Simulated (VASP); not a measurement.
Computed with AM05 GGA, VASP's PBE PAW potentials (set 64) (plane waves; VASP).

Input for VASP

### INCAR
```
SYSTEM = Rh
PREC = Accurate; ENCUT = 520; LREAL = .FALSE.
LASPH = .TRUE.
EDIFF = 1E-6; NELM = 100; ALGO = Normal
LMAXMIX = 4
ISMEAR = 1; SIGMA = 0.1
GGA = AM
IBRION = 2; NSW = 60; ISIF = 3
EDIFFG = -0.01
LWAVE = .FALSE.; LCHARG = .FALSE.
```

### POSCAR
```
Rh
1
    0.0000000000     1.8857668941     1.8857668941
    1.8857668941    -0.0000000000     1.8857668941
    1.8857668941     1.8857668941    -0.0000000000
Rh
1
Direct
  1.0000000000   0.0000000000   1.0000000000
```

**KPOINTS**
```
Automatic
0
G
15 15 15
0 0 0
```

POTCAR, in this order: Rh_pv (PBE.64 set). Program: vasp_std.

The resulting files:

### OUTCAR
```
 ion  position               nearest neighbor table
   1  0.000  0.000  0.000-
  LATTYP: Found a face centered cubic cell.
 ALAT       =     3.7715337882
 Subroutine PRICEL returns:
 Original cell was already a primitive cell.
 Subroutine GETGRP returns: Found 48 space group operations
The static configuration has the point symmetry O_h .
The dynamic configuration has the point symmetry O_h .
 Subroutine INISYM returns: Found 48 space group operations
 Subroutine IBZKPT returns following result:
 Found    120 irreducible k-points:

 Following reciprocal coordinates:
            Coordinates               Weight
  0.000000  0.000000  0.000000      1.000000
  0.066667  0.000000  0.000000      8.000000
  0.133333  0.000000  0.000000      8.000000
  0.200000  0.000000  0.000000      8.000000
  0.266667  0.000000  0.000000      8.000000
  0.333333  0.000000  0.000000      8.000000
  0.400000  0.000000  0.000000      8.000000
  0.466667  0.000000  0.000000      8.000000
  0.066667  0.066667  0.000000      6.000000
  0.133333  0.066667  0.000000     24.000000
...
```

OSZICAR:
```
       N       E                     dE             d eps       ncg     rms          rms(c)
DAV:   1     0.114022470075E+03    0.11402E+03   -0.93463E+03  2640   0.147E+03
DAV:   2    -0.699346507595E+01   -0.12102E+03   -0.11585E+03  2706   0.388E+02
DAV:   3    -0.846131447960E+01   -0.14678E+01   -0.14616E+01  3057   0.484E+01
DAV:   4    -0.847012309211E+01   -0.88086E-02   -0.88075E-02  2892   0.385E+00
DAV:   5    -0.847026321235E+01   -0.14012E-03   -0.14012E-03  2978   0.447E-01    0.116E+01
DAV:   6    -0.788230303374E+01    0.58796E+00   -0.13259E+00  2748   0.174E+01    0.378E+00
DAV:   7    -0.785820712485E+01    0.24096E-01   -0.31173E-02  3048   0.232E+00    0.172E+00
DAV:   8    -0.785320612290E+01    0.50010E-02   -0.44001E-03  2775   0.109E+00    0.229E-01
DAV:   9    -0.785303562265E+01    0.17050E-03   -0.13370E-04  3036   0.196E-01    0.316E-02
DAV:  10    -0.785304199250E+01   -0.63698E-05   -0.32132E-06  2856   0.259E-02    0.368E-03
DAV:  11    -0.785304212181E+01   -0.12931E-06   -0.36253E-07  1602   0.914E-03
   1 F= -.78530421E+01 E0= -.78529789E+01  d E =-.785304E+01
```

### OUTCAR
```
------------------------ aborting loop because EDIFF is reached ----------------------------------------
  FORCE on cell =-STRESS in cart. coord.  units (eV):
  Direction    XX          YY          ZZ          XY          YZ          ZX
  --------------------------------------------------------------------------------------
  Total        0.0003286      0.0003286      0.0003286      0.0000000     -0.0000000      0.0000000
  in kB        0.0392592      0.0392592      0.0392592      0.0000000     -0.0000000      0.0000000
  external PRESSURE =       0.0392592 kB  Pullay stress =       0.0000000 kB
  volume of cell :       13.41
      direct lattice vectors                 reciprocal lattice vectors
     0.000000000  1.885766894  1.885766894    -0.265144118  0.265144118  0.265144118
     1.885766894  0.000000000  1.885766894     0.265144118 -0.265144118  0.265144118
     1.885766894  1.885766894  0.000000000     0.265144118  0.265144118 -0.265144118
 POSITION                                       TOTAL-FORCE (eV/Angst)
 -----------------------------------------------------------------------------------
      0.00000      0.00000      0.00000        -0.000000     -0.000000     -0.000000
 -----------------------------------------------------------------------------------
    total drift:                                0.000000     -0.000000      0.000000
  FREE ENERGIE OF THE ION-ELECTRON SYSTEM (eV)
  ---------------------------------------------------
  free  energy   TOTEN  =        -7.8530421218 eV

  energy  without entropy=       -7.8528523372  energy(sigma->0) =       -7.85297886

 reached required accuracy - stopping structural energy minimisation
```
(Selected blocks of OUTCAR.)

### OUTCAR
```
 val. band max:       12.2247964318   @ k =   0.3333   0.1333   0.0000

 cond. band min:      12.2429276017   @ k =  -0.4667   0.4000   0.0000


 Fermi energy:        12.2329457865

 k-point     1 :       0.0000    0.0000    0.0000
  band No.  band energies     occupation
      1     -34.1557      2.00000
      2     -34.1557      2.00000
      3     -34.1557      2.00000
      4       3.9630      2.00000
      5       8.9882      2.00000
      6       8.9882      2.00000
      7       8.9882      2.00000
      8      11.1862      2.00000
      9      11.1862      2.00000
     10      28.0853      0.00000
     11      32.5759      0.00000

 k-point     2 :       0.0667    0.0000    0.0000
  band No.  band energies     occupation
      1     -34.1917      2.00000
      2     -34.1605      2.00000
      3     -34.1605      2.00000
      4       4.1463      2.00000
      5       8.9051      2.00000
      6       9.0603      2.00000
      7       9.0603      2.00000
      8      11.1451      2.00000
      9      11.1451      2.00000
     10      28.3573      0.00000
     11      32.6897      0.00000

 k-point     3 :       0.1333    0.0000    0.0000
  band No.  band energies     occupation
      1     -34.2927      2.00000
      2     -34.1741      2.00000
      3     -34.1741      2.00000
      4       4.6590      2.00000
      5       8.7169      2.00000
      6       9.2351      2.00000
      7       9.2351      2.00000
      8      11.0733      2.00000
      9      11.0733      2.00000
     10      29.0460      0.00000
     11      30.8791      0.00000

 k-point     4 :       0.2000    0.0000    0.0000
  band No.  band energies     occupation
      1     -34.4398      2.00000
      2     -34.1941      2.00000
      3     -34.1941      2.00000
      4       5.3527      2.00000
      5       8.6232      2.00000
      6       9.3757      2.00000
      7       9.3757      2.00000
      8      11.1268      2.00000
      9      11.1268      2.00000
...
```

The compound is Rh in the fcc structure. It was relaxed first. The start is the result of an earlier pass.
